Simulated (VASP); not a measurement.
GeMo: single point with r2SCAN

The system is GeMo.

```
Mo Ge
1.0
     2.99893    0.00000    0.00000
     0.00000    2.99893    0.00000
     0.00000    0.00000    2.99893
Mo Ge
1 1
Cartesian
  0.0000 0.0000 0.0000
  1.4995 1.4995 1.4995
```

The cell comes from a database or a generator and needn't be the stable form of this composition.

The cell isn't the ideal one: volume scaled by 0.9, LAPW.

```json
{"Program": "VASP 6.6.1", "Task": "single point", "Functional": "r2SCAN", "Potentials or basis": "VASP PAW PBE potentials, release 64 (Mo_sv, Ge_d)", "Cutoff": "520 eV", "k mesh": "14 × 14 × 14", "Occupations": "fermi-dirac, width 0.05 eV", "Spin": "no spin polarisation", "Dipole correction": "no", "Further INCAR settings": "ALGO = Normal; EDIFF = 1e-06; NBANDS = 21"}
```

The pressure is 27.8 GPa. The band gap on the k mesh is none (metal or under the smearing width).

Levels at points of the mesh, in eV from the Fermi level:
| k point | band 10 | band 11 | band 12 | band 13 | band 14 | band 15 | band 16 | band 17 | band 18 | band 19 |
| --- | --- | --- | --- | --- | --- | --- | --- | --- | --- | --- |
| (0.00, 0.00, 0.00) | -13.74 | -3.81 | -3.81 | 1.51 | 1.51 | 1.51 | 3.04 | 3.04 | 3.04 | 11.48 |
| (0.50, 0.00, 0.00) | -10.01 | -7.93 | -2.94 | -2.12 | -2.12 | 1.74 | 3.65 | 7.49 | 10.54 | 10.54 |
| (0.50, 0.50, 0.00) | -10.06 | -3.80 | -3.80 | -3.05 | -0.39 | -0.39 | 3.37 | 4.63 | 6.17 | 7.47 |
| (0.50, 0.50, 0.50) | -6.70 | -6.70 | -6.70 | -4.91 | 3.52 | 3.52 | 4.96 | 4.96 | 4.96 | 8.83 |

Wall time 110 s on 1 thread of Intel(R) Xeon(R) Platinum 8488C (Sapphire Rapids) (shared host), peak memory 0.19 GiB.

Caveat: so large a pressure means that the cell lies far from this level's equilibrium, or that cutoff or potentials fall short; the potentials were made for another functional, which shifts forces and pressure.
